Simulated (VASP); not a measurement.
Here is the system:

```
CELL_PARAMETERS angstrom
      1.78400    -3.06549     0.00000
      1.78400     3.06549     0.00000
      0.00000     0.00000     5.83123
ATOMIC_POSITIONS crystal
  Gd 0.33333 0.66667 0.25000
  Gd 0.69204 0.35870 0.75000
```

These are PBE GGA, VASP's PBE PAW potentials (set 64) (plane waves; VASP) values and carry that method's errors. Run with 400 eV cut-off, 5×5×3 Monkhorst-Pack mesh, first-order Methfessel-Paxton smearing of 0.10 eV, potentials Gd_3.

The 4f electrons are frozen in the core of the lanthanide potential, so 4f levels, which can set the real gap, and their magnetism are missing.

Question: Give the stress tensor in GPa (positive for a compressed cell).

Answer: 
```
 1.85  -0.06   0.00
-0.06   2.07   0.00
 0.00   0.00  -1.41
```
The pressure is its mean diagonal, 0.84 GPa.

The compound is Gd in the hcp structure. The cell was not relaxed at this level, atoms are displaced from their ideal sites. The k-mesh is coarse (spacing up to 0.41 per Å, 2π included), so the numbers may not be converged in it. The run is one of a series of settings (KPOINTS 5×5×3 Monkhorst-Pack mesh against the base run), some of them coarse on purpose.
